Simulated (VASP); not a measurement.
All values below come from LDA (Ceperley-Alder, Perdew-Zunger), VASP's LDA PAW potentials (set 64) (plane waves; VASP).

VASP ran on this input.

### KPOINTS
```
Automatic mesh
0
Gamma
9 9 2
0 0 0
```

**POSCAR**
```
WS2
1.0
  1.5641816013  -2.7092419842   0.0000000000
  1.5641816013   2.7092419842   0.0000000000
  0.0000000000   0.0000000000  12.1781323395
W S
2 4
Cartesian
  1.5641816013   0.9030824676   3.0445330849
  1.5641816013  -0.9030824676   9.1335992546
  1.5641816013   0.9030824676  10.6972468691
  1.5641816013  -0.9030824676   4.6081806994
  1.5641816013  -0.9030824676   1.4808854704
  1.5641816013   0.9030824676   7.5699516401
```

**INCAR**
```
SYSTEM = WS2
PREC = Accurate; ENCUT = 520; LREAL = .False.
LASPH = .True.
EDIFF = 1E-7; NELM = 100; ALGO = Normal
LMAXMIX = 6
ISMEAR = -5
ISIF = 2
LWAVE = .False.; LCHARG = .True.; LORBIT = 11
NEDOS = 601
LEFG = .True.
```

POTCAR, in this order: W_sv S (LDA.64 set). Program: vasp_std.

**Question.** What will the output report for the number of irreducible k-points (NKPTS), largest plane-wave count, number of space-group operations, FFT grid (NGX, NGY, NGZ)?

**Answer.** 
```yaml
number of irreducible k-points (NKPTS): 24
largest_plane_wave_count: 2812
number_of_space_group_operations: 24
FFT grid (NGX, NGY, NGZ): 24 × 24 × 96
```

The compound is WS2 in the 2H layered structure. It was relaxed first.
